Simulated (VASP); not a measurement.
# Mg2CdS3 (R3m) in VASP: a series of runs

Runs on Mg2CdS3. Level: PBE. Tasks: relaxation of cell and atoms.

Everything below comes from runs of VASP 6.6.1. Logs are shortened: lines on timing, memory, paths and dates and some standing lists are left out, and cuts for length are marked.

### 1 The crystal as given

It takes space group R3m (No. 160, trigonal). Conventional cell: a = 3.850 Å, b = 3.850 Å, c = 28.100 Å, α = 90.00°, β = 90.00°, γ = 120.00°. Mg (site symmetry 3m) is surrounded by 6 S at 2.68 Å. Around Mg (site symmetry 3m) lie 6 S at 2.68 to 2.69 Å. Cd (site symmetry 3m) is surrounded by 4 S at 2.40 to 2.45 Å. S (site symmetry 3m) has 6 Mg at 2.68 to 2.69 Å as nearest neighbours. Around S (site symmetry 3m) lie 3 Cd at 2.40 Å and 3 Mg at 2.68 Å. S (site symmetry 3m) is surrounded by 1 Cd at 2.45 Å and 3 Mg at 2.68 Å.

The cell was built by a generator and needn't be a form met in nature.

### 2 Relaxation of cell and atoms, PBE

Input file INCAR:

```
PREC = Normal
ENCUT = 520
EDIFF = 1E-4
ISMEAR = 0
SIGMA = 0.15
LREAL = False
LASPH = True
NELM = 60
ALGO = Fast
ISIF = 3
LWAVE = False
LCHARG = False
GGA = PE
IBRION = 2
NSW = 24
EDIFFG = -0.08
```

Input file KPOINTS:

```
regular mesh
0
Gamma
  4 4 4
```

Input file POSCAR:

```
Mg2CdS3
1.0
    1.9250000000      1.1113992700      9.3666666700
   -1.9250000000      1.1113992700      9.3666666700
    0.0000000000     -2.2227985400      9.3666666700
Mg Cd S
2 1 3
Direct
    0.1600002200      0.1600002200      0.1600002200
    0.3863335600      0.3863335600      0.3863335600
    0.9126668900      0.9126668900      0.9126668900
    0.7736668900      0.7736668900      0.7736668900
    0.5468335600      0.5468335600      0.5468335600
    0.0000002200      0.0000002200      0.0000002200
```

Potentials or basis: VASP PAW PBE potentials, release 64 (Mg, Cd, S).

The run is started by

```console
> cat potpaw_PBE.64/Mg/POTCAR potpaw_PBE.64/Cd/POTCAR potpaw_PBE.64/S/POTCAR > POTCAR
> mpirun -np 1 vasp_std > vasp.out
```

OUTCAR:

```text
PREC = Normal
   ENCUT = 520
   EDIFF = 1E-4
   ISMEAR = 0
   LREAL = False
   LASPH = True
   NELM = 60
   ISIF = 3
   GGA = PE
   IBRION = 2
   NSW = 24
   EDIFFG = -0.08

 ion  position               nearest neighbor table
   1  0.160  0.160  0.160-   4 2.68   4 2.68   4 2.68   5 2.68   5 2.68   5 2.68   3 3.28   3 3.28
                             3 3.28
   2  0.386  0.386  0.386-   6 2.68   6 2.68   6 2.68   4 2.69   4 2.69   4 2.69
   3  0.913  0.913  0.913-   5 2.40   5 2.40   5 2.40   6 2.45   1 3.28   1 3.28   1 3.28
   4  0.774  0.774  0.774-   1 2.68   1 2.68   1 2.68   2 2.69   2 2.69   2 2.69
   5  0.547  0.547  0.547-   3 2.40   3 2.40   3 2.40   1 2.68   1 2.68   1 2.68
   6  0.000  0.000  0.000-   3 2.45   2 2.68   2 2.68   2 2.68

  LATTYP: Found a trigonal (rhomboedric) cell.
 ALAT       =     9.6267999794
 COS(alpha) =     0.9200299132

  Lattice vectors:

 A1 = (   1.9250000000,   1.1113992700,   9.3666666700)
 A2 = (  -1.9250000000,   1.1113992700,   9.3666666700)
 A3 = (   0.0000000000,  -2.2227985400,   9.3666666700)

Analysis of symmetry for initial positions (statically):
=====================================================================
 Subroutine PRICEL returns:
 Original cell was already a primitive cell.

 Routine SETGRP: Setting up the symmetry group for a
 trigonal (rhombohedral) supercell.

 Subroutine GETGRP returns: Found  6 space group operations
 (whereof  6 operations were pure point group operations)
 out of a pool of 12 trial point group operations.

The static configuration has the point symmetry C_3v.

Analysis of symmetry for dynamics (positions and initial velocities):
=====================================================================
 Subroutine PRICEL returns:
 Original cell was already a primitive cell.

 Routine SETGRP: Setting up the symmetry group for a
 trigonal (rhombohedral) supercell.

 Subroutine GETGRP returns: Found  6 space group operations
 (whereof  6 operations were pure point group operations)
 out of a pool of 12 trial point group operations.

The dynamic configuration has the point symmetry C_3v.

 Subroutine INISYM returns: Found  6 space group operations
 (whereof  6 operations are pure point group operations),
 and found     1 'primitive' translations

----------------------------------------------------------------------------------------

                                     Primitive cell

  volume of cell :     120.2367

  direct lattice vectors                    reciprocal lattice vectors
     1.925000000  1.111399270  9.366666670     0.259740260  0.149961109  0.035587189
    -1.925000000  1.111399270  9.366666670    -0.259740260  0.149961109  0.035587189
     0.000000000 -2.222798540  9.366666670     0.000000000 -0.299922217  0.035587189

  length of vectors
     9.626799979  9.626799979  9.626799980     0.302026132  0.302026132  0.302026132

  position of ions in fractional coordinates (direct lattice)
     0.160000220  0.160000220  0.160000220
     0.386333560  0.386333560  0.386333560
     0.912666890  0.912666890  0.912666890
     0.773666890  0.773666890  0.773666890
     0.546833560  0.546833560  0.546833560
     0.000000220  0.000000220  0.000000220

  ion indices of the primitive-cell ions
   primitive index   ion index
                 1           1
                 2           2
                 3           3
                 4           4
                 5           5
                 6           6

----------------------------------------------------------------------------------------

 KPOINTS: regular mesh

Automatic generation of k-mesh.
 Grid dimensions read from file:
 generate k-points for:    4    4    4

 Generating k-lattice:

  Cartesian coordinates                     Fractional coordinates (reciprocal lattice)
     0.064935065  0.037490277  0.008896797     0.250000000 -0.000000000  0.000000000
    -0.064935065  0.037490277  0.008896797    -0.000000000  0.250000000  0.000000000
     0.000000000 -0.074980554  0.008896797     0.000000000  0.000000000  0.250000000

  Length of vectors
     0.075506533  0.075506533  0.075506533

  Shift w.r.t. Gamma in fractional coordinates (k-lattice)
     0.000000000  0.000000000  0.000000000

 Subroutine IBZKPT returns following result:
 ===========================================

 Found     13 irreducible k-points:

 Following reciprocal coordinates:
            Coordinates               Weight
  0.000000  0.000000  0.000000      1.000000
  0.250000  0.000000  0.000000      6.000000
  0.500000  0.000000  0.000000      3.000000
  0.250000  0.250000  0.000000      6.000000
  0.500000  0.250000  0.000000     12.000000
 -0.250000  0.250000  0.000000      6.000000
  0.500000  0.500000  0.000000      3.000000
  0.250000  0.250000  0.250000      2.000000
  0.500000  0.250000  0.250000      6.000000
 -0.250000  0.250000  0.250000      6.000000
  0.500000  0.500000  0.250000      6.000000
 -0.250000  0.500000  0.250000      6.000000
  0.500000  0.500000  0.500000      1.000000
   k-points           NKPTS =     13   k-points in BZ     NKDIM =     13   number of bands    NBANDS=     21
   number of dos      NEDOS =    301   number of ions     NIONS =      6
   total plane-waves  NPLWV = 157464
   dimension x,y,z NGX =    54 NGY =   54 NGZ =   54
   dimension x,y,z NGXF=   108 NGYF=  108 NGZF=  108
   ions per type =               2   1   3
   NGX,Y,Z   is equivalent  to a cutoff of   9.33,  9.33,  9.33 a.u.
   NGXF,Y,Z  is equivalent  to a cutoff of  18.65, 18.65, 18.65 a.u.
 SYSTEM =  unknown system
   PREC   = normal    normal or accurate (medium, high low for compatibility)
   ISTART =      0    job   : 0-new  1-cont  2-samecut
   ICHARG =      2    charge: 1-file 2-atom 10-const
   ISPIN  =      1    spin polarized calculation?
   LNONCOLLINEAR =      F non collinear calculations
   LSORBIT =      F    spin-orbit coupling
   LASPH  =      T    aspherical Exc in radial PAW
   ENCUT  =  520.0 eV  38.22 Ry    6.18 a.u.  17.90 17.90 17.90*2*pi/ulx,y,z
   NELM   =     60;   NELMIN=  2; NELMDL= -5     # of ELM steps
   EDIFF  = 0.1E-03   stopping-criterion for ELM
   LREAL  =      F    real-space projection
   EDIFFG = -.8E-01   stopping-criterion for IOM
   NSW    =     24    number of steps for IOM
   IBRION =      2    ionic relax: 0-MD 1-quasi-New 2-CG
   NFREE  =      1    steps in history (QN), initial steepest desc. (CG)
   ISIF   =      3    stress and relaxation
   ISYM   =      2    0-nonsym 1-usesym 2-fastsym
   POTIM  = 0.5000    time-step for ionic-motion
   TEBEG  =    0.0;   TEEND  =   0.0 temperature during run
   PSTRESS=    0.0 pullay stress
   NELECT =      34.0000    total number of electrons
   NUPDOWN=      -1.0000    fix difference up-down
   EMIN   =  10.00;   EMAX   =-10.00  energy-range for DOS
   EFERMI =   0.00;   METHOD = LEGACY
   ISMEAR =     0;   SIGMA  =   0.15  broadening in eV -4-tet -1-fermi 0-gaus
   EFERMI_NEDOS =   21; number of points for ismear=-14 and -15
   IALGO  =     68    algorithm
   IMIX   =      4    mixing-type and parameters
     AMIX     =   0.40;   BMIX     =  1.00
     AMIX_MAG =   1.60;   BMIX_MAG =  1.00
  volume/ion in A,a.u.               =      20.04       135.23
  Fermi-wavevector in a.u.,A,eV,Ry     =   1.074539  2.030584 15.709743  1.154634
  Thomas-Fermi vector in A             =   2.210370
   LORBIT       =      0    0 simple, 1 ext, 2 COOP (PROOUT), +10 PAW based schemes
   GGA     = PE    functional components
   LHFCALC =     F    Hartree Fock is set to
   AEXX    =    0.0000 exact exchange contribution
   IVDW    =     0    specifies the selected vdW correction
   LEPSILON=     F    determine dielectric tensor
   LRPA    =     F    only Hartree local field effects (RPA)
 conjugate gradient relaxation of ions
 non-spin polarized calculation
 RMM-DIIS sequential band-by-band and
 Gauss-broadening in eV      SIGMA  =   0.15
  energy-cutoff  :      520.00
  volume of cell :      120.24
 maximum number of plane-waves:      3252
   NGX = 35   NGY = 35   NGZ = 35

--------------------------------------- Ionic step        1  -------------------------------------------

 number of electron      33.9999994 magnetization

 Free energy of the ion-electron system (eV)
  ---------------------------------------------------
  ext. energy  EPLUGINS =         0.00000000
  ---------------------------------------------------
  free energy    TOTEN  =       -21.43616617 eV

  energy without entropy =      -21.43019400  energy(sigma->0) =      -21.43318009

------------------------ aborting loop because EDIFF is reached ----------------------------------------

  FORCE on cell =-STRESS in cart. coord.  units (eV):
  Direction    XX          YY          ZZ          XY          YZ          ZX
  --------------------------------------------------------------------------------------
  -------------------------------------------------------------------------------------
  Total        3.5435848      3.5435848      0.4174706      0.0000000      0.0000000      0.0000000
  in kB       47.2189425     47.2189427      5.5628757      0.0000000      0.0000000      0.0000000
  external PRESSURE =      33.3335870 kB  Pullay stress =       0.0000000 kB
[... 101 lines left out ...]
  FREE ENERGIE OF THE ION-ELECTRON SYSTEM (eV)
  ---------------------------------------------------
  free  energy   TOTEN  =       -22.2030929831 eV

  energy  without entropy=      -22.2030929792  energy(sigma->0) =      -22.20309298

[... ionic steps 4 to 10 ...]

--------------------------------------- Ionic step       11  -------------------------------------------

 number of electron      34.0000002 magnetization

------------------------ aborting loop because EDIFF is reached ----------------------------------------

  FORCE on cell =-STRESS in cart. coord.  units (eV):
  Direction    XX          YY          ZZ          XY          YZ          ZX
  --------------------------------------------------------------------------------------
  -------------------------------------------------------------------------------------
  Total       -0.0368769     -0.0368769     -0.2595390      0.0000000      0.0000000      0.0000000
  in kB       -0.4771122     -0.4771122     -3.3579042      0.0000000      0.0000000      0.0000000
  external PRESSURE =      -1.4373762 kB  Pullay stress =       0.0000000 kB
[... 65 lines left out ...]
  energy  without entropy=      -22.5973631986  energy(sigma->0) =      -22.59736320

--------------------------------------- Ionic step       13  -------------------------------------------

 number of electron      34.0000001 magnetization

 Free energy of the ion-electron system (eV)
  ---------------------------------------------------
  ext. energy  EPLUGINS =         0.00000000
  ---------------------------------------------------
  free energy    TOTEN  =       -22.59952271 eV

  energy without entropy =      -22.59952271  energy(sigma->0) =      -22.59952271

 E-fermi :   3.2554     XC(G=0):  -9.3826

 val. band max:        2.5947989704   @ k =   0.0000   0.0000   0.0000
 cond. band min:       4.3722872709   @ k =   0.0000   0.0000   0.0000
 fundamental gap:      1.7774883005
 Fermi energy:         3.2554245179

 k-point     1 :       0.0000    0.0000    0.0000
  band No.  band energies     occupation
      1     -10.0180      2.00000
      2      -9.2834      2.00000
      3      -8.7729      2.00000
      4      -5.2343      2.00000
      5      -5.2343      2.00000
      6      -5.2271      2.00000
[... 334 lines left out ...]
  FREE ENERGIE OF THE ION-ELECTRON SYSTEM (eV)
  ---------------------------------------------------
  free  energy   TOTEN  =       -22.5995227137 eV

  energy  without entropy=      -22.5995227136  energy(sigma->0) =      -22.59952271

 reached required accuracy - stopping structural energy minimisation
```

Wall time 8.6 min (1 thread of Intel Xeon Platinum 8375C at 2.90GHz (Ice Lake), shared host); peak memory 0.43 GiB.

What came out:

| Quantity | Value |
| --- | --- |
| Free energy | -22.5995 eV |
| Relaxed volume | 20.62 Å³/atom |
| Relaxed cell | a = 9.897 Å, b = 9.897 Å, c = 9.897 Å, α = 22.42°, β = 22.42°, γ = 22.42° |
| Space group after relaxing (to 0.05 Å) | R3m (No. 160) |
| Energy gained by relaxing | 193.9 meV/atom |
| Ionic steps | 13 |
| Pressure after relaxing | 0.0 GPa |
| Largest force after relaxing | 0.055 eV/Å |
| Band gap on the k mesh | 1.78 eV, direct |

Forces in eV/Å, atoms in the order of the input:
```
Mg   0.000  0.000  0.018
Mg   0.000  0.000 -0.036
Cd   0.000  0.000  0.030
S    0.000  0.000 -0.055
S    0.000  0.000 -0.013
S    0.000  0.000  0.055
```

Step by step:
```tsv
step	energy change (eV)	largest force (eV/Å)	pressure (GPa)	volume (Å³)
1	0.0000	3.0192	3.33	120.24
2	-0.7094	1.5211	-1.33	127.61
3	-0.7669	1.7008	-2.62	130.49
4	-1.0760	0.5909	-1.39	126.46
5	-1.1034	0.5003	-0.71	125.01
6	-1.1035	0.5180	-0.60	124.87
7	-1.1396	0.2930	0.28	123.06
8	-1.1383	0.2926	1.83	120.42
9	-1.1474	0.2870	1.19	121.72
10	-1.1609	0.1303	-0.08	124.06
11	-1.1612	0.1236	-0.14	123.84
12	-1.1612	0.1277	-0.06	123.69
13	-1.1634	0.0554	-0.02	123.69
```

Final structure:
```
Mg Cd S
1.0
     1.92415    1.11091    9.64458
    -1.92415    1.11091    9.64458
     0.00000   -2.22181    9.64458
Mg Cd S
2 1 3
Direct
  0.15064 0.15064 0.15064
  0.38025 0.38025 0.38025
  0.92394 0.92394 0.92394
  0.77431 0.77431 0.77431
  0.54242 0.54242 0.54242
  0.00794 0.00794 0.00794
```

Levels at points of the mesh, in eV from the valence-band top:
```tsv
k point	band 14	band 15	band 16	band 17	band 18	band 19	band 20	band 21
(0.00, 0.00, 0.00)	-0.57	-0.25	0.00	0.00	1.78	4.00	5.06	6.02
(0.50, 0.00, 0.00)	-1.45	-1.36	-1.20	-0.41	2.21	3.97	4.12	5.06
(0.50, 0.50, 0.00)	-1.83	-1.11	-0.90	-0.57	2.45	3.53	4.12	5.54
(0.50, 0.50, 0.50)	-0.48	-0.48	-0.04	-0.04	2.63	3.95	4.68	5.86
```

Caveat: the k mesh is coarse (spacing up to 0.47 Å⁻¹), so the values aren't converged; the relaxation stopped at a loose force limit of 0.08 eV/Å, so its end isn't a converged minimum.

### 3 Relaxation of cell and atoms, PBE

This run uses another cell than the first one, of 24.66 Å³/atom, 1.230 times its volume.

INCAR is that of step 2.

Input file KPOINTS:

```
regular mesh
0
Gamma
  4 4 2
```

Input file POSCAR:

```
Mg2CdS3
1.0
    3.5372018200      0.0000000000      0.0000000000
    0.0000000000      3.5372018200      0.0000000000
    0.0000000000      0.0000000000     11.8241848800
Mg Cd S
2 1 3
Direct
    0.5000000000      0.5000000000      0.8473602500
    0.5000000000      0.5000000000      0.1526397500
    0.5000000000      0.5000000000      0.5000000000
    0.0000000000      0.0000000000      0.0000000000
    0.0000000000      0.0000000000      0.7145522800
    0.0000000000      0.0000000000      0.2854477200
```

Potentials or basis: VASP PAW PBE potentials, release 64 (Mg, Cd, S).

The run is started by

```console
> cat potpaw_PBE.64/Mg/POTCAR potpaw_PBE.64/Cd/POTCAR potpaw_PBE.64/S/POTCAR > POTCAR
> mpirun -np 1 vasp_std > vasp.out
```

It took 2.9 min on 1 thread of Intel Xeon Platinum 8375C at 2.90GHz (Ice Lake), shared host; peak memory 0.2 GiB.

Results (log left out):

| Item | Value |
| --- | --- |
| Free energy | -19.2491 eV |
| Relaxed volume | 18.36 Å³/atom |
| Relaxed cell | a = 3.329 Å, b = 3.329 Å, c = 9.939 Å, α = 90.00°, β = 90.00°, γ = 90.00° |
| Space group after relaxing (to 0.05 Å) | P4/mmm (No. 123) |
| Energy gained by relaxing | 261.5 meV/atom |
| Ionic steps | 19 |
| Pressure after relaxing | -0.1 GPa |
| Largest force after relaxing | 0.034 eV/Å |
| Band gap on the k mesh | none (metal or under the smearing width) |

Forces on the atoms (eV/Å):
```
Mg   0.000  0.000  0.011
Mg   0.000  0.000 -0.011
Cd   0.000  0.000  0.000
S    0.000  0.000  0.000
S    0.000  0.000  0.034
S    0.000  0.000 -0.034
```

The path:
| step | energy change (eV) | largest force (eV/Å) | pressure (GPa) | volume (Å³) |
| --- | --- | --- | --- | --- |
| 1 | 0.0000 | 0.5622 | -8.94 | 147.94 |
| 2 | -1.1387 | 0.3592 | -2.95 | 120.40 |
| 3 | -1.1779 | 0.3142 | 0.81 | 113.66 |
| 4 | -1.1820 | 0.3057 | 0.19 | 115.00 |
| 5 | -1.1818 | 0.3121 | -0.03 | 115.60 |
| 6 | -1.2040 | 0.2938 | -0.22 | 115.35 |
| 7 | -1.2801 | 0.3963 | -0.37 | 114.55 |
| 8 | -1.4244 | 0.4119 | -0.16 | 112.77 |
| 9 | -1.1892 | 0.8305 | 2.48 | 108.43 |
| 10 | -1.4410 | 0.3642 | 0.18 | 111.97 |
| 11 | -1.4429 | 0.3210 | 0.40 | 111.52 |
| 12 | -1.4672 | 0.2328 | -1.01 | 113.13 |
| 13 | -1.4679 | 0.2387 | -1.12 | 113.34 |
| 14 | -1.4961 | 0.2331 | -0.87 | 112.41 |
| 15 | -1.5424 | 0.1519 | 0.37 | 109.66 |
| 16 | -1.5599 | 0.1233 | 0.09 | 109.94 |
| 17 | -1.5619 | 0.1658 | 0.02 | 110.08 |
| 18 | -1.5656 | 0.1052 | -0.05 | 110.10 |
| 19 | -1.5688 | 0.0344 | -0.09 | 110.15 |

Final structure:
```
Mg Cd S
1.0
     3.32900    0.00000    0.00000
     0.00000    3.32900    0.00000
     0.00000    0.00000    9.93891
Mg Cd S
2 1 3
Cartesian
  1.6645 1.6645 8.2420
  1.6645 1.6645 1.6969
  1.6645 1.6645 4.9695
  0.0000 0.0000 0.0000
  0.0000 0.0000 6.7648
  0.0000 0.0000 3.1741
```

Levels at points of the mesh, in eV from the Fermi level:
```csv
k point,band 15,band 16,band 17,band 18,band 19,band 20
"(0.00, 0.00, 0.00)",-0.65,-0.62,-0.62,0.05,2.70,2.73
"(0.50, 0.00, 0.00)",-0.22,-0.22,0.14,0.24,1.19,3.59
"(0.50, 0.50, 0.00)",-2.94,-1.96,-0.60,0.23,0.89,0.89
"(0.00, 0.00, 0.50)",-1.07,-0.37,-0.37,1.19,1.72,3.67
"(0.50, 0.00, 0.50)",-0.64,-0.49,-0.20,0.13,3.18,3.82
"(0.50, 0.50, 0.50)",-3.08,-1.31,-0.46,-0.33,0.12,1.79
```

Caveat: the k mesh is coarse (spacing up to 0.44 Å⁻¹), so the values aren't converged; the volume moved by over 15 % at a fixed basis, so the end points are rough; the relaxation stopped at a loose force limit of 0.08 eV/Å, so its end isn't a converged minimum.
